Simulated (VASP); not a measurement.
Here is the system:

```yaml
crystal:
  lattice:
    - [0.00000, 2.78580, 2.78580]
    - [2.78580, 0.00000, 2.78580]
    - [2.78580, 2.78580, 0.00000]
  atoms:
    - { symbol: Pb, position: [0.00000, 0.00000, 0.00000] }
    - { symbol: O, position: [0.25000, 0.25000, 0.25000] }
```

These are PBEsol GGA, VASP's PBE PAW potentials (set 64) (plane waves; VASP) values and carry that method's errors. Run with 520 eV cut-off, 7×7×7 Γ-centred mesh, Gaussian smearing of 0.050 eV, potentials Pb_d O.

Predict the energy per atom (σ→0).

```json
{
 "energy per atom (σ→0)": "-5.481 eV/atom"
}
```

The structure was generated: PbO was put into the zinc blende type (F-43m), which need not be its known phase. It was relaxed first, which changed the volume by +47 %. The start is the result of an earlier pass.
